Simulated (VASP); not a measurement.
Cost and result of VASP (PAW) for the lattice constant a of ZrC (rock salt). Static lattice. The cost counts the five points of the equation of state, each on the mesh and cut-off of its row, so the ratios hold those differences too. With PBE it took about 2 core-minutes. The timings are rough (shared machines, no repeats); factors under 2 mean little.

```csv
level,k-mesh,cut-off (eV),lattice constant a (Å),cost over PBE
PBEsol,13×13×13,520,4.672,within a factor of 2
LDA,14×14×14,520,___,within a factor of 2
PBE,13×13×13,520,4.711,reference
SCAN,13×13×13,520,4.707,about 7 times
r2SCAN,13×13×13,520,___,about 7 times
```

Question: Fill in the missing entries.

Answer: 
- LDA, lattice constant a (Å): 4.646
- r2SCAN, lattice constant a (Å): 4.713

Left out are levels that failed, ran on another kind of processor or have no fit band path; at most nine are shown.

The compound is ZrC in the rock salt structure.
